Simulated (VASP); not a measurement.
```yaml
crystal:
  lattice:
    - [0.00000, 2.12819, 2.12819]
    - [2.12819, 0.00000, 2.12819]
    - [2.12819, 2.12819, 0.00000]
  atoms:
    - { symbol: Al, position: [0.00000, 0.00000, 0.00000] }
    - { symbol: N, position: [0.25000, 0.25000, 0.25000] }
```

Method: PBEsol GGA, VASP's PBE PAW potentials (set 64) (plane waves; VASP). Run with 620 eV cut-off, 11×11×11 Γ-centred mesh, Gaussian smearing of 0.050 eV, potentials Al N.

Task: Estimate the energy per atom (σ→0), pressure.

Result: 
```yaml
energy per atom (σ→0): -7.757 eV/atom
pressure: 19.89 GPa
```

The compound is AlN in the zinc blende structure, a metastable form; wurtzite is the usual one. It was relaxed first under an external pressure of 20 GPa.
